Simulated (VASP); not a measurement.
```yaml
crystal:
  lattice:
    - [0.00000, 2.50696, 2.50696]
    - [2.50696, 0.00000, 2.50696]
    - [2.50696, 2.50696, 0.00000]
  atoms:
    - { symbol: Zr, position: [0.00000, 0.00000, 0.00000] }
    - { symbol: O, position: [0.25000, 0.25000, 0.25000] }
    - { symbol: O, position: [0.75000, 0.75000, 0.75000] }
```

All values below come from PBE GGA, VASP's PBE PAW potentials (set 64) (plane waves; VASP 6.6.1). Run with 520 eV cut-off, 8×8×8 Γ-centred mesh, Gaussian smearing of 0.050 eV, potentials Zr_sv O.

Q: What does the run give for the energy per atom (σ→0), pressure, band gap (on the k-mesh) with the smallest direct gap where there is one?

A: 
The band gap (on the k-mesh) is 3.48 eV and the smallest direct gap (on the k-mesh) is 3.96 eV. The energy per atom (σ→0) is -915.5 kJ/mol of atoms. The pressure is 16.60 GPa.

Total energies compare only between runs with the same potentials, cut-off and functional.

The compound is ZrO2 in the fluorite structure, the high-temperature cubic form, which is unstable at 0 K; the monoclinic form is the stable one. This cell is one point of a volume scan, at 0.94 of the reference volume.
